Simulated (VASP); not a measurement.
A VASP calculation is set up with these files.

**POSCAR**
```
AsP
1
    0.0000000000     2.7771410000     2.7771410000
    2.7771410000     0.0000000000     2.7771410000
    2.7771410000     2.7771410000     0.0000000000
P As
1 1
Direct
  0.2500000000   0.2500000000   0.2500000000
  0.0000000000   0.0000000000   0.0000000000
```

**INCAR**
```
SYSTEM = AsP
PREC = Accurate
ENCUT = 400
EDIFF = 1E-6
NELM = 100
ALGO = Normal
LREAL = .FALSE.
LASPH = .TRUE.
ISMEAR = 0
SIGMA = 0.05
GGA = PE
LMAXMIX = 4
LWAVE = .FALSE.
LCHARG = .FALSE.
ISIF = 2
LSORBIT = .TRUE.
MAGMOM = 0 0 0 0 0 0
GGA_COMPAT = .FALSE.
```

KPOINTS:
```
Automatic mesh
0
Gamma
6 6 6
0 0 0
```

POTCAR, in this order: P As (PBE.64 set). Program: vasp_std.

The run wrote:

standard output:
```
 POSCAR found type information on POSCAR P As
 POSCAR found :  2 types and       2 ions
 Reading from existing POTCAR

 -----------------------------------------------------------------------------
|                                                                             |
|     EEEEEEE  RRRRRR   RRRRRR   OOOOOOO  RRRRRR      ###     ###     ###     |
|     E        R     R  R     R  O     O  R     R     ###     ###     ###     |
|     E        R     R  R     R  O     O  R     R     ###     ###     ###     |
|     EEEEE    RRRRRR   RRRRRR   O     O  RRRRRR       #       #       #      |
|     E        R   R    R   R    O     O  R   R                               |
|     E        R    R   R    R   O     O  R    R      ###     ###     ###     |
|     EEEEEEE  R     R  R     R  OOOOOOO  R     R     ###     ###     ###     |
|                                                                             |
|     ERROR: Noncollinear calculations require that VASP is compiled          |
|     without the flag -DNGXhalf and-DNGZhalf.                                |
|     You probably tried to run a noncollinear calculation                    |
|     (LNONCOLLINEAR=T) with the executable vasp_std. Use vasp_ncl            |
|     instead!                                                                |
|                                                                             |
|       ---->  I REFUSE TO CONTINUE WITH THIS SICK JOB ... BYE!!! <----       |
|                                                                             |
 -----------------------------------------------------------------------------
```

Read the log: what went wrong, and how is it fixed?

The cause: LSORBIT needs the non-collinear program vasp_ncl. VASP stops with an error: ERROR: Noncollinear calculations require that VASP is compiled without the flag -DNGXhalf and-DNGZhalf. You probably tried to run a noncollinear calculation (LNONCOLLINEAR=T) with the executable vasp_std. Use vasp_ncl instead! ----> I REFUSE TO CONTINUE WITH THIS SICK JOB ... BYE!!! <---- To mend it, run vasp_ncl.

The mended run (PBE GGA with spin-orbit coupling, plane waves, VASP's PBE PAW potentials (set 64)) converges, and its OSZICAR ends with
```
   1 F= -.88313734E+01 E0= -.88286100E+01  d E =-.552684E-02  mag=     0.0000    -0.0000     0.0000
```

The structure was generated: AsP was put into the zincblende type (F-43m), which need not be its known phase. The cell was not relaxed at this level.
